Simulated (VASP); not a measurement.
Energy against volume of Mg3Sb2 (a-la2o3). Computed with PBE GGA with D3 dispersion (zero damping), VASP's PBE PAW potentials (set 64) (plane waves; VASP). Run with 520 eV cut-off, 6×6×3 Γ-centred mesh, Gaussian smearing of 0.050 eV, potentials Mg Sb.

Shape and ions are relaxed at each volume.

| V (Å³/atom) | E (eV/atom) |
|---|---|
| 25.064 | -3.17100 |
| 25.840 | -3.17415 |
| 26.615 | -3.17085 |
| 27.390 | -3.16202 |

Question: Fit these four points and predict the energy of the run at 24.289 Å³/atom.

Answer: A cubic in V^(−2/3), the third-order Birch-Murnaghan form, passes through the four points with V0 = 25.81 Å³/atom and B0 = 45 GPa, and gives -3.1603 eV/atom there. The run gave -3.1603 eV/atom, +0.1 meV/atom from the fit; all five points give B0 = 45 GPa.

The compound is Mg3Sb2 in the a-la2o3 structure. It was relaxed first.
